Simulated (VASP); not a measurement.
Method: PBE GGA, VASP's PBE PAW potentials (set 64) (plane waves; VASP).

VASP input:

INCAR:
```
PREC = Normal
IBRION = 2
EDIFFG = -0.03   # ionic stop
ISPIN = 2
ISMEAR = 0   # Gaussian
NELM = 100
LMAXMIX = 4
LCHARG = .FALSE.
LWAVE = .TRUE.
SIGMA = 0.05
LREAL = Auto   # projection in real space or not
NSW = 60   # most ionic steps
LASPH = .TRUE.
GGA = PE   # PBE
ISYM = 0
ENCUT = 400   # plane-wave cut-off (eV)
ALGO = Fast   # Davidson, then RMM-DIIS
NUPDOWN = 1
SYSTEM = CuGa31As32
MAGMOM = 64*0.0156
NELMIN = 4
NELECT = 263.0
EDIFF = 1E-5
ISIF = 2
LORBIT = 10
```

File KPOINTS:
```
Automatic mesh
0
Gamma
1 1 1
0 0 0
```

POSCAR:
```
CuGa31As32
1
   11.5222104212    -0.0000000000    -0.0000000000
   -0.0000000000    11.5222104212     0.0000000000
    0.0000000000     0.0000000000    11.5222104212
Ga As Cu
31 32 1
Direct
  0.5000000000   0.0000000000   0.0000000000
  0.7500000000   0.2500000000   0.0000000000
  0.7500000000   0.0000000000   0.2500000000
  0.0000000000   0.0000000000   0.0000000000
  0.2500000000   0.2500000000   0.0000000000
  0.5000000000   0.5000000000   0.0000000000
  0.7500000000   0.7500000000   0.0000000000
  0.2500000000   0.0000000000   0.2500000000
  0.5000000000   0.2500000000   0.2500000000
  0.7500000000   0.5000000000   0.2500000000
  0.5000000000   0.0000000000   0.5000000000
  0.7500000000   0.2500000000   0.5000000000
  0.7500000000   0.0000000000   0.7500000000
  0.0000000000   0.5000000000   0.0000000000
  0.2500000000   0.7500000000   0.0000000000
  0.0000000000   0.2500000000   0.2500000000
  0.2500000000   0.5000000000   0.2500000000
  0.5000000000   0.7500000000   0.2500000000
  0.0000000000   0.0000000000   0.5000000000
  0.2500000000   0.2500000000   0.5000000000
  0.7500000000   0.7500000000   0.5000000000
  0.2500000000   0.0000000000   0.7500000000
  0.5000000000   0.2500000000   0.7500000000
  0.7500000000   0.5000000000   0.7500000000
  0.0000000000   0.7500000000   0.2500000000
  0.0000000000   0.5000000000   0.5000000000
  0.2500000000   0.7500000000   0.5000000000
  0.0000000000   0.2500000000   0.7500000000
  0.2500000000   0.5000000000   0.7500000000
  0.5000000000   0.7500000000   0.7500000000
  0.0000000000   0.7500000000   0.7500000000
  0.6250000000   0.1250000000   0.1250000000
  0.8750000000   0.3750000000   0.1250000000
  0.8750000000   0.1250000000   0.3750000000
  0.1250000000   0.1250000000   0.1250000000
  0.3750000000   0.3750000000   0.1250000000
  0.6250000000   0.6250000000   0.1250000000
  0.8750000000   0.8750000000   0.1250000000
  0.3750000000   0.1250000000   0.3750000000
  0.6254130000   0.3791350000   0.3785160000
  0.8750000000   0.6250000000   0.3750000000
  0.6250000000   0.1250000000   0.6250000000
  0.8750000000   0.3750000000   0.6250000000
  0.8750000000   0.1250000000   0.8750000000
  0.1250000000   0.6250000000   0.1250000000
  0.3750000000   0.8750000000   0.1250000000
  0.1250000000   0.3750000000   0.3750000000
  0.3759360000   0.6266890000   0.3753570000
  0.6250000000   0.8750000000   0.3750000000
  0.1250000000   0.1250000000   0.6250000000
  0.3760740000   0.3791450000   0.6264650000
  0.6228940000   0.6213760000   0.6265390000
  0.8750000000   0.8750000000   0.6250000000
  0.3750000000   0.1250000000   0.8750000000
  0.6250000000   0.3750000000   0.8750000000
  0.8750000000   0.6250000000   0.8750000000
  0.1250000000   0.8750000000   0.3750000000
  0.1250000000   0.6250000000   0.6250000000
  0.3750000000   0.8750000000   0.6250000000
  0.1250000000   0.3750000000   0.8750000000
  0.3750000000   0.6250000000   0.8750000000
  0.6250000000   0.8750000000   0.8750000000
  0.1250000000   0.8750000000   0.8750000000
  0.4995300000   0.4975620000   0.5034130000
```

POTCAR, in this order: Ga As Cu (PBE.64 set). Program: vasp_gam.

Output

File OSZICAR:
```
...
RMM:   7    -0.268806536962E+03    0.34078E+02   -0.11469E+02   667   0.236E+01    0.185E+01
RMM:   8    -0.282000608595E+03   -0.13194E+02   -0.32964E+01   850   0.812E+00    0.751E+01
RMM:   9    -0.262861879873E+03    0.19139E+02   -0.14638E+01   694   0.106E+01    0.733E+00
RMM:  10    -0.265076235831E+03   -0.22144E+01   -0.41507E+00   690   0.382E+00    0.101E+01
RMM:  11    -0.263685298675E+03    0.13909E+01   -0.58246E-01   672   0.232E+00    0.875E+00
RMM:  12    -0.262526032075E+03    0.11593E+01   -0.86473E-01   744   0.180E+00    0.709E+00
RMM:  13    -0.261947116066E+03    0.57892E+00   -0.41198E-01   771   0.116E+00    0.587E+00
RMM:  14    -0.261213536675E+03    0.73358E+00   -0.10296E+00   830   0.212E+00    0.323E+00
RMM:  15    -0.261008119228E+03    0.20542E+00   -0.35105E-01   851   0.123E+00    0.131E+00
RMM:  16    -0.261232082281E+03   -0.22396E+00   -0.34315E-01   775   0.136E+00    0.339E+00
RMM:  17    -0.261138005434E+03    0.94077E-01   -0.40212E-02   781   0.433E-01    0.284E+00
RMM:  18    -0.260989181214E+03    0.14882E+00   -0.23072E-01   851   0.908E-01    0.106E+00
RMM:  19    -0.260990154864E+03   -0.97365E-03   -0.41250E-03   791   0.119E-01    0.106E+00
RMM:  20    -0.260973523436E+03    0.16631E-01   -0.55200E-02   855   0.454E-01    0.266E-01
RMM:  21    -0.260973400276E+03    0.12316E-03   -0.15236E-03   785   0.773E-02    0.272E-01
RMM:  22    -0.260972687822E+03    0.71245E-03   -0.50990E-04   707   0.479E-02    0.137E-01
RMM:  23    -0.260972673270E+03    0.14552E-04   -0.46898E-04   734   0.411E-02    0.456E-02
RMM:  24    -0.260972699266E+03   -0.25996E-04   -0.83031E-05   576   0.258E-02    0.235E-02
RMM:  25    -0.260972749007E+03   -0.49741E-04   -0.14987E-04   560   0.338E-02    0.575E-02
RMM:  26    -0.260972721621E+03    0.27386E-04   -0.21575E-05   422   0.154E-02    0.364E-02
RMM:  27    -0.260972725866E+03   -0.42454E-05   -0.81666E-06   388   0.118E-02
   1 F= -.26097273E+03 E0= -.26092795E+03  d E =-.260973E+03  mag=     1.0000
       N       E                     dE             d eps       ncg     rms          rms(c)
DAV:   1    -0.261025305894E+03   -0.52584E-01   -0.19215E+00   736   0.245E+00    0.415E-01
RMM:   2    -0.261033724360E+03   -0.84185E-02   -0.99318E-02   789   0.714E-01    0.137E-01
RMM:   3    -0.261035154090E+03   -0.14297E-02   -0.16578E-02   845   0.251E-01    0.897E-02
RMM:   4    -0.261035172992E+03   -0.18902E-04   -0.15897E-03   842   0.806E-02    0.686E-02
RMM:   5    -0.261035184214E+03   -0.11222E-04   -0.46553E-04   720   0.614E-02    0.621E-02
RMM:   6    -0.261035153477E+03    0.30737E-04   -0.21048E-04   591   0.476E-02    0.234E-02
RMM:   7    -0.261035161455E+03   -0.79775E-05   -0.86264E-05   511   0.206E-02
   2 F= -.26103516E+03 E0= -.26099028E+03  d E =-.624356E-01  mag=     1.0000
       N       E                     dE             d eps       ncg     rms          rms(c)
DAV:   1    -0.261051086921E+03   -0.15933E-01   -0.26926E+00   704   0.292E+00    0.508E-01
RMM:   2    -0.261063279032E+03   -0.12192E-01   -0.14281E-01   775   0.867E-01    0.225E-01
RMM:   3    -0.261066113412E+03   -0.28344E-02   -0.28226E-02   812   0.466E-01    0.368E-01
RMM:   4    -0.261065036564E+03    0.10768E-02   -0.70201E-03   807   0.249E-01    0.995E-02
RMM:   5    -0.261065028209E+03    0.83556E-05   -0.21408E-03   709   0.701E-02    0.534E-02
RMM:   6    -0.261065065193E+03   -0.36984E-04   -0.56795E-04   752   0.428E-02    0.239E-02
RMM:   7    -0.261065071561E+03   -0.63675E-05   -0.76691E-05   537   0.250E-02
   3 F= -.26106507E+03 E0= -.26102046E+03  d E =-.923457E-01  mag=     1.0000
       N       E                     dE             d eps       ncg     rms          rms(c)
DAV:   1    -0.261084073114E+03   -0.19008E-01   -0.12070E+00   720   0.200E+00    0.291E-01
RMM:   2    -0.261088611685E+03   -0.45386E-02   -0.53734E-02   775   0.552E-01    0.142E-01
RMM:   3    -0.261089674859E+03   -0.10632E-02   -0.11278E-02   800   0.303E-01    0.219E-01
RMM:   4    -0.261089422575E+03    0.25228E-03   -0.36508E-03   798   0.163E-01    0.666E-02
RMM:   5    -0.261089403762E+03    0.18812E-04   -0.71402E-04   701   0.446E-02    0.338E-02
RMM:   6    -0.261089416573E+03   -0.12810E-04   -0.21319E-04   689   0.263E-02    0.137E-02
RMM:   7    -0.261089418964E+03   -0.23912E-05   -0.32538E-05   453   0.190E-02
   4 F= -.26108942E+03 E0= -.26104518E+03  d E =-.243474E-01  mag=     1.0000
       N       E                     dE             d eps       ncg     rms          rms(c)
DAV:   1    -0.261090489322E+03   -0.10727E-02   -0.17245E+00   672   0.241E+00    0.358E-01
RMM:   2    -0.261097167521E+03   -0.66782E-02   -0.78765E-02   757   0.680E-01    0.198E-01
RMM:   3    -0.261098562259E+03   -0.13947E-02   -0.18169E-02   811   0.404E-01    0.258E-01
RMM:   4    -0.261098221023E+03    0.34124E-03   -0.51860E-03   790   0.199E-01    0.799E-02
RMM:   5    -0.261098221233E+03   -0.20993E-06   -0.13563E-03   704   0.602E-02    0.373E-02
RMM:   6    -0.261098247649E+03   -0.26416E-04   -0.32739E-04   739   0.338E-02    0.177E-02
RMM:   7    -0.261098250277E+03   -0.26282E-05   -0.45433E-05   456   0.200E-02
   5 F= -.26109825E+03 E0= -.26105455E+03  d E =-.331787E-01  mag=     1.0000
       N       E                     dE             d eps       ncg     rms          rms(c)
DAV:   1    -0.261098336584E+03   -0.88935E-04   -0.34580E-02   768   0.341E-01    0.467E-02
RMM:   2    -0.261098462547E+03   -0.12596E-03   -0.15035E-03   768   0.979E-02    0.175E-02
RMM:   3    -0.261098490080E+03   -0.27533E-04   -0.30859E-04   643   0.393E-02    0.240E-02
RMM:   4    -0.261098488090E+03    0.19902E-05   -0.50856E-05   485   0.301E-02
   6 F= -.26109849E+03 E0= -.26105470E+03  d E =-.334165E-01  mag=     1.0000
       N       E                     dE             d eps       ncg     rms          rms(c)
DAV:   1    -0.261101517352E+03   -0.30273E-02   -0.18244E-01   688   0.820E-01    0.154E-01
RMM:   2    -0.261102439496E+03   -0.92214E-03   -0.11720E-02   773   0.249E-01    0.535E-02
RMM:   3    -0.261102632680E+03   -0.19318E-03   -0.20768E-03   850   0.113E-01    0.581E-02
RMM:   4    -0.261102619346E+03    0.13333E-04   -0.32833E-04   672   0.586E-02    0.316E-02
RMM:   5    -0.261102608693E+03    0.10654E-04   -0.11996E-04   624   0.261E-02    0.130E-02
RMM:   6    -0.261102610994E+03   -0.23010E-05   -0.32369E-05   446   0.148E-02
   7 F= -.26110261E+03 E0= -.26105898E+03  d E =-.412290E-02  mag=     1.0000
       N       E                     dE             d eps       ncg     rms          rms(c)
DAV:   1    -0.261102663161E+03   -0.54468E-04   -0.14832E-02   752   0.235E-01    0.453E-02
RMM:   2    -0.261102743213E+03   -0.80052E-04   -0.10177E-03   795   0.750E-02    0.170E-02
RMM:   3    -0.261102760770E+03   -0.17557E-04   -0.17213E-04   671   0.337E-02    0.201E-02
RMM:   4    -0.261102758814E+03    0.19556E-05   -0.34449E-05   459   0.268E-02
   8 F= -.26110276E+03 E0= -.26105920E+03  d E =-.427072E-02  mag=     1.0000
       N       E                     dE             d eps       ncg     rms          rms(c)
DAV:   1    -0.261102764332E+03   -0.35621E-05   -0.60116E-04   768   0.509E-02    0.101E-02
RMM:   2    -0.261102767403E+03   -0.30706E-05   -0.41298E-05   483   0.152E-02    0.444E-03
RMM:   3    -0.261102768401E+03   -0.99863E-06   -0.10379E-05   361   0.142E-02    0.709E-03
RMM:   4    -0.261102767974E+03    0.42772E-06   -0.31889E-06   353   0.836E-03
   9 F= -.26110277E+03 E0= -.26105918E+03  d E =-.427988E-02  mag=     1.0000
       N       E                     dE             d eps       ncg     rms          rms(c)
DAV:   1    -0.261103334761E+03   -0.56636E-03   -0.40794E-02   672   0.385E-01    0.617E-02
RMM:   2    -0.261103506901E+03   -0.17214E-03   -0.21322E-03   774   0.114E-01    0.205E-02
RMM:   3    -0.261103546605E+03   -0.39704E-04   -0.43355E-04   792   0.434E-02    0.142E-02
RMM:   4    -0.261103546365E+03    0.24026E-06   -0.40766E-05   462   0.216E-02
  10 F= -.26110355E+03 E0= -.26105992E+03  d E =-.778391E-03  mag=     1.0000
```

**OUTCAR**
```
------------------------ aborting loop because EDIFF is reached ----------------------------------------
  FORCE on cell =-STRESS in cart. coord.  units (eV):
  Direction    XX          YY          ZZ          XY          YZ          ZX
  --------------------------------------------------------------------------------------
  Total       -8.2771087     -8.4675728     -8.2175330     -0.1062317      0.0510560     -0.0361626
  in kB       -8.6692561     -8.8687439     -8.6068579     -0.1112647      0.0534749     -0.0378759
  external PRESSURE =      -8.7149526 kB  Pullay stress =       0.0000000 kB
  volume of cell :     1529.70
      direct lattice vectors                 reciprocal lattice vectors
    11.522210421  0.000000000  0.000000000     0.086788903  0.000000000  0.000000000
     0.000000000 11.522210421  0.000000000     0.000000000  0.086788903  0.000000000
     0.000000000  0.000000000 11.522210421     0.000000000  0.000000000  0.086788903
  FREE ENERGIE OF THE ION-ELECTRON SYSTEM (eV)
  ---------------------------------------------------
  free  energy   TOTEN  =      -261.1035463650 eV

  energy  without entropy=     -261.0162990048  energy(sigma->0) =     -261.05992268

 total charge

# of ion       s       p       d       tot
------------------------------------------
    1        1.067   1.124   0.120   2.311
    2        1.063   1.130   0.122   2.315
    3        1.063   1.130   0.122   2.314
    4        1.063   1.132   0.123   2.318
    5        1.063   1.130   0.122   2.315
    6        1.062   1.131   0.122   2.315
    7        1.063   1.129   0.122   2.314
    8        1.063   1.129   0.122   2.314
    9        1.066   1.119   0.119   2.305
   10        1.066   1.120   0.120   2.306
   11        1.062   1.132   0.122   2.316
   12        1.066   1.120   0.120   2.305
   13        1.063   1.130   0.122   2.314
   14        1.067   1.125   0.120   2.311
   15        1.063   1.130   0.122   2.314
   16        1.063   1.130   0.122   2.314
   17        1.066   1.120   0.120   2.306
   18        1.066   1.120   0.120   2.306
   19        1.067   1.124   0.120   2.311
   20        1.066   1.119   0.119   2.305
   21        1.066   1.119   0.119   2.304
   22        1.063   1.130   0.122   2.314
   23        1.066   1.120   0.120   2.306
   24        1.066   1.121   0.120   2.307
   25        1.063   1.129   0.122   2.314
   26        1.062   1.131   0.122   2.315
   27        1.066   1.120   0.120   2.306
   28        1.063   1.130   0.122   2.315
   29        1.066   1.122   0.120   2.308
   30        1.066   1.120   0.120   2.306
   31        1.063   1.130   0.122   2.314
   32        1.205   1.571   0.024   2.799
   33        1.205   1.571   0.024   2.799
   34        1.205   1.570   0.024   2.799
   35        1.203   1.576   0.024   2.803
   36        1.202   1.576   0.023   2.801
   37        1.202   1.575   0.023   2.801
   38        1.203   1.576   0.024   2.803
   39        1.202   1.576   0.023   2.801
   40        1.211   1.545   0.030   2.786
   41        1.202   1.575   0.023   2.801
   42        1.202   1.575   0.023   2.801
   43        1.202   1.575   0.023   2.801
   44        1.203   1.576   0.024   2.803
   45        1.205   1.570   0.024   2.799
   46        1.205   1.570   0.024   2.798
   47        1.202   1.575   0.023   2.801
   48        1.211   1.546   0.030   2.787
   49        1.202   1.575   0.023   2.801
   50        1.205   1.570   0.024   2.799
   51        1.210   1.547   0.030   2.787
   52        1.211   1.546   0.030   2.787
   53        1.205   1.570   0.024   2.799
   54        1.205   1.570   0.024   2.799
   55        1.202   1.575   0.023   2.801
   56        1.205   1.570   0.024   2.799
   57        1.205   1.570   0.024   2.798
   58        1.202   1.575   0.023   2.801
   59        1.202   1.575   0.023   2.801
   60        1.205   1.571   0.024   2.799
   61        1.202   1.575   0.023   2.801
   62        1.205   1.570   0.024   2.799
   63        1.203   1.576   0.024   2.803
   64        0.414   0.388   9.153   9.955
--------------------------------------------------
tot         71.949  85.522  13.679 171.150

 magnetization (x)

# of ion       s       p       d       tot
------------------------------------------
    1       -0.001   0.004   0.002   0.005
    2       -0.001   0.001   0.002   0.002
    3       -0.001   0.001   0.002   0.002
    4       -0.001   0.002   0.002   0.003
    5       -0.001   0.001   0.002   0.002
    6       -0.000   0.000   0.001   0.001
    7       -0.001   0.001   0.002   0.002
    8       -0.001   0.001   0.002   0.002
    9       -0.001   0.003   0.002   0.005
   10       -0.001   0.003   0.002   0.005
   11       -0.000   0.000   0.001   0.001
   12       -0.001   0.003   0.002   0.005
   13       -0.001   0.001   0.002   0.002
   14       -0.001   0.004   0.002   0.005
   15       -0.001   0.001   0.002   0.002
   16       -0.001   0.001   0.002   0.002
   17       -0.001   0.003   0.002   0.005
...
```
(Selected blocks of OUTCAR.)

**CONTCAR**
```
CuGa31As32
   1.00000000000000
    11.5222104212000005    0.0000000000000000    0.0000000000000000
     0.0000000000000000   11.5222104212000005    0.0000000000000000
     0.0000000000000000    0.0000000000000000   11.5222104212000005
  Ga              As              Cu
    31    32     1
Direct
     0.5000573510166751    0.0001785865362201    0.0001776316527394
     0.7499007027471960    0.2499520627694918    0.9999763672488393
     0.7498351666523855    0.9997082314877812    0.2502603361548895
     0.0000150222589001    0.9999697136516745    0.9999788535266221
     0.2503374036956550    0.2501864128338603    0.0004956770335010
     0.4999875709127714    0.5000273299754379    0.0001743289235717
     0.7498278439159447    0.7498673357295451    0.0002758696761709
     0.2503645792820404    0.0006288374362270    0.2503570667724316
     0.5020937440615072    0.2525587289765404    0.2525386399260880
     0.7478896657069357    0.4981549429222303    0.2522402391182641
     0.5000107419369021    0.0001149864600488    0.4999843719794350
     0.7478648316778835    0.2523401104323134    0.4981705022129764
     0.7497670547743904    0.0003722743524278    0.7497331797042610
     0.9999316277659642    0.4999452257877255    0.0002764790302875
     0.2500605749227525    0.7499970127955885    0.9999490212278613
     0.0004304855978501    0.2502234003307716    0.2502608327577363
     0.2523614338513621    0.5019866204590543    0.2522969519762003
     0.4981396579851075    0.7477804277489015    0.2522708230770331
     0.9999010208581883    0.0000319979131697    0.5000048074794069
     0.2522767358206743    0.2524005035106998    0.5020730046205426
     0.7475704377243759    0.7476063513483369    0.5020795847420152
     0.2501788597506342    0.9997730441334641    0.7498187617743711
     0.4981457018919916    0.2522265881587961    0.7480337427191384
     0.7480423308237470    0.5016464889007256    0.7481592895867352
     0.9997043749490284    0.7498985204225694    0.2502496452274992
     0.0000664484331757    0.5000745465030706    0.4999536316063510
     0.2521952641761401    0.7478782519989862    0.4981321928212714
     0.9998561433052346    0.2500237622652882    0.7498354846938883
     0.2516591495833093    0.4983416724716634    0.7484945435624057
     0.5017335161169093    0.7479315557502975    0.7481152042047211
     0.0002003350424262    0.7499685653898521    0.7497628891187321
     0.6251779093549298    0.1251959269168298    0.1254067143132894
     0.8748583330050133    0.3747471050354630    0.1253009457543739
     0.8748454572673562    0.1252205986246791    0.3748369342079556
     0.1249928162026330    0.1249864760612270    0.1250137723027893
     0.3752647844544117    0.3752213107290888    0.1257710367323539
     0.6248261132130043    0.6248394031492308    0.1256940558375499
     0.8750292946131801    0.8750866216954086    0.1249943051372019
     0.3753112680905024    0.1259127199384992    0.3753447096824875
     0.6203945856433962    0.3801235659938860    0.3800466665769067
     0.8743538323083365    0.6248865897717381    0.3752556305000244
     0.6247484285884755    0.1257613025748268    0.6247820645322125
     0.8745396831390982    0.3751580878546818    0.6248774512971658
     0.8750492699292063    0.1249208002749792    0.8750580125311418
     0.1251264988291403    0.6251988324212826    0.1252943246321526
     0.3748402510445470    0.8749921392497559    0.1253180819855033
     0.1257406527273967    0.3752484172707785    0.3752455032619256
     0.3795867868272030    0.6204858584244773    0.3796944123384967
     0.6248056484436956    0.8743358759055261    0.3752994063501873
     0.1251847919287992    0.1251066220860706    0.6251818997744544
     0.3789937812667805    0.3797762503581201    0.6214319502228157
     0.6205680836556824    0.6203681737025281    0.6212261710426977
     0.8747468827438061    0.8749047059433246    0.6252032712470198
     0.3747995487076977    0.1251296698504738    0.8749571104077390
     0.6248631519251320    0.3750452496568530    0.8746627245460498
     0.8749712030807293    0.6252305140383653    0.8749749655177395
     0.1251856557183105    0.8750086837322563    0.3748537599835287
     0.1255758424372193    0.6249169604871189    0.6248392523784218
     0.3752201087250812    0.8744288557480725    0.6248289954176541
     0.1249678318884270    0.3746885712066341    0.8752045020476006
     0.3750810397768536    0.6249650483957730    0.8746659974114617
     0.6252031153517525    0.8750311231486217    0.8749555734184699
     0.1249521882837157    0.8750956755284609    0.8750355772256827
     0.4996363835904388    0.5000951747722064    0.5009042672289652
```

The cell is charged, with a uniform compensating background. The supercell is sampled at Γ alone, which is coarse: total energies, pressure and levels can be off, energies of defects by several tenths of an eV.

The cell is a supercell with a defect, built from GaAs (zinc blende): Cu_Ga, charge +1.
